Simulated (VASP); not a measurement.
Energy against volume of NiSb (NiAs type). These are TPSS meta-GGA, VASP's PBE PAW potentials (set 64) (plane waves; VASP 6.6.1) values and carry that method's errors. Settings: 520 eV cut-off, 9×9×6 Γ-centred mesh, first-order Methfessel-Paxton smearing of 0.10 eV, potentials Ni Sb.

Shape and ions are relaxed at each volume.

```
V (Å³/atom)  E (eV/atom)
-----------  -----------
16.083         -12.95684
16.597         -12.97609
17.110         -12.98129
17.623         -12.97483
```

Task: Fit these four points and predict the energy of the run at 18.137 Å³/atom.

Result: A cubic in V^(−2/3), the third-order Birch-Murnaghan form, passes through the four points with V0 = 17.07 Å³/atom and B0 = 123 GPa, and gives -12.9586 eV/atom there. The run gave -12.9587 eV/atom, -0.1 meV/atom from the fit; all five points give B0 = 123 GPa.

The compound is NiSb in the NiAs type structure. It was relaxed first. The run is not spin-polarised, so no magnetic state was tried.
